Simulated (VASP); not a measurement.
Level of theory: PBE GGA, VASP's PBE PAW potentials (set 64) (plane waves; VASP 6.6.1).

The input files of a VASP run:

POSCAR:
```
Ni3Fe
1.0
  3.4436616479   0.0000000000   0.0000000000
  0.0000000000   3.4436616479   0.0000000000
  0.0000000000   0.0000000000   3.4436616479
Fe Ni
1 3
direct
  0.0000000000   0.0000000000   0.0000000000
  0.0000000000   0.5000000000   0.5000000000
  0.5000000000   0.0000000000   0.5000000000
  0.5000000000   0.5000000000   0.0000000000
```

**INCAR**
```
ALGO = Normal
EDIFF = 1E-6
EDIFFG = -0.02
ENCUT = 500
GGA = PE
IBRION = 2
ISIF = 3
ISMEAR = 1
ISPIN = 2
LASPH = T
LCHARG = F
LMAXMIX = 4
LORBIT = 10
LREAL = F
LWAVE = F
MAGMOM = 2.9 3*0.6
NELM = 100
NSW = 40
PREC = Accurate
PSTRESS = 300
SIGMA = 0.1
SYSTEM = Ni3Fe
```

**KPOINTS**
```
Regular mesh
0
Gamma
  9 9 9
0 0 0
```

POTCAR, in this order: Fe Ni (PBE.64 set). Program: vasp_std.

Question: What will the output report for the number of irreducible k-points (NKPTS), largest plane-wave count, number of space-group operations, FFT grid (NGX, NGY, NGZ)?

Answer: 
```yaml
number of irreducible k-points (NKPTS): 35
largest_plane_wave_count: 1046
number_of_space_group_operations: 48
FFT grid (NGX, NGY, NGZ): 28 × 28 × 28
```

The compound is Ni3Fe in the L1_2 structure. This run relaxes it under an external pressure of 30 GPa. Symmetry was kept, so distortions that lower it aren't found.
